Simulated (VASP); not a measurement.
Consider the following.

```
HfB2
1.0
    1.57070    -2.72052     0.00000
    1.57070     2.72052     0.00000
    0.00000     0.00000     3.49139
Hf B
1 2
Direct
  0.00000   0.00000   0.00000
  0.33333   0.66667   0.50000
  0.66667   0.33333   0.50000
```

Method: PBE GGA, VASP's PBE PAW potentials (set 64) (plane waves; VASP 6.6.1). Settings: 520 eV cut-off, 13×13×10 Γ-centred mesh, tetrahedra with Blöchl corrections, potentials Hf_pv B.

The cores are frozen, which limits the accuracy of field gradients.

Problem. Give the principal components of the electric field gradient (V/Å²) and the asymmetry η at each nucleus.

Solution. 
```json
[
 {"atom": "Hf1", "Vxx": "-38.9", "Vyy": "-38.9", "Vzz": "77.8", "η": "0.00"},
 {"atom": "B2", "Vxx": "-0.9", "Vyy": "-0.9", "Vzz": "1.8", "η": "0.00"},
 {"atom": "B3", "Vxx": "-0.9", "Vyy": "-0.9", "Vzz": "1.8", "η": "0.00"}
]
```

The compound is HfB2 in the AlB2 type structure. It was relaxed first.
